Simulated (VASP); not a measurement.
Calculation: LDA (Ceperley-Alder, Perdew-Zunger), VASP's LDA PAW potentials (set 64) (plane waves; VASP).

A VASP calculation is set up with these files.

KPOINTS:
```
Automatic mesh
0
Gamma
10 10 10
0 0 0
```

### POSCAR
```
PdIn
1.0
  3.2195883762   0.0000000000   0.0000000000
  0.0000000000   3.2195883762   0.0000000000
  0.0000000000   0.0000000000   3.2195883762
In Pd
1 1
Cart
  1.6097941881   1.6097941881   1.6097941881
  0.0000000000   0.0000000000   0.0000000000
```

INCAR:
```
ALGO=Normal
EDIFF=1E-6
EDIFFG=-0.01
ENCUT=520
IBRION=2
ISIF=3
ISMEAR=1
LASPH=.True.
LCHARG=.False.
LMAXMIX=4
LREAL=.False.
LWAVE=.False.
NELM=100
NSW=60
PREC=Accurate
SIGMA=0.1
SYSTEM=PdIn
```

POTCAR, in this order: In_d Pd (LDA.64 set). Program: vasp_std.

Output

OSZICAR:
```
       N       E                     dE             d eps       ncg     rms          rms(c)
DAV:   1     0.160163706922E+03    0.16016E+03   -0.11377E+04  1701   0.202E+03
DAV:   2    -0.297452262340E+01   -0.16314E+03   -0.15897E+03  1750   0.417E+02
DAV:   3    -0.109151728449E+02   -0.79407E+01   -0.78580E+01  2023   0.971E+01
DAV:   4    -0.110638392367E+02   -0.14867E+00   -0.14861E+00  2078   0.125E+01
DAV:   5    -0.110701778113E+02   -0.63386E-02   -0.63385E-02  2548   0.238E+00    0.767E+00
DAV:   6    -0.108552682617E+02    0.21491E+00   -0.56490E-01  1946   0.109E+01    0.354E+00
DAV:   7    -0.108094497451E+02    0.45819E-01   -0.85814E-02  2227   0.586E+00    0.163E+00
DAV:   8    -0.107991573034E+02    0.10292E-01   -0.23498E-02  2016   0.149E+00    0.435E-01
DAV:   9    -0.107980033401E+02    0.11540E-02   -0.20139E-03  2198   0.860E-01    0.817E-02
DAV:  10    -0.107979734025E+02    0.29938E-04   -0.51433E-05  2270   0.124E-01    0.378E-02
DAV:  11    -0.107979715939E+02    0.18086E-05   -0.46577E-06  2029   0.233E-02    0.828E-03
DAV:  12    -0.107979715776E+02    0.16323E-07   -0.21812E-07  1057   0.571E-03
   1 F= -.10797972E+02 E0= -.10797493E+02  d E =-.107980E+02
```

**OUTCAR**
```
------------------------ aborting loop because EDIFF is reached ----------------------------------------
  FORCE on cell =-STRESS in cart. coord.  units (eV):
  Direction    XX          YY          ZZ          XY          YZ          ZX
  --------------------------------------------------------------------------------------
  Total       -0.0064139     -0.0064139     -0.0064139      0.0000000     -0.0000000      0.0000000
  in kB       -0.3079157     -0.3079157     -0.3079157      0.0000000     -0.0000000      0.0000000
  external PRESSURE =      -0.3079157 kB  Pullay stress =       0.0000000 kB
  volume of cell :       33.37
      direct lattice vectors                 reciprocal lattice vectors
     3.219588376  0.000000000  0.000000000     0.310598711  0.000000000  0.000000000
     0.000000000  3.219588376  0.000000000     0.000000000  0.310598711  0.000000000
     0.000000000  0.000000000  3.219588376     0.000000000  0.000000000  0.310598711
 POSITION                                       TOTAL-FORCE (eV/Angst)
 -----------------------------------------------------------------------------------
      1.60979      1.60979      1.60979         0.000000      0.000000      0.000000
      0.00000      0.00000      0.00000         0.000000      0.000000      0.000000
 -----------------------------------------------------------------------------------
    total drift:                                0.000000      0.000000     -0.000000
  FREE ENERGIE OF THE ION-ELECTRON SYSTEM (eV)
  ---------------------------------------------------
  free  energy   TOTEN  =       -10.7979715776 eV

  energy  without entropy=      -10.7965367279  energy(sigma->0) =      -10.79749329

 reached required accuracy - stopping structural energy minimisation
```
(Selected blocks of OUTCAR.)

The compound is PdIn in the CsCl type structure. It was relaxed first. The start is the result of an earlier pass. The electron count is odd and the run is not spin-polarised, which forces a metal.
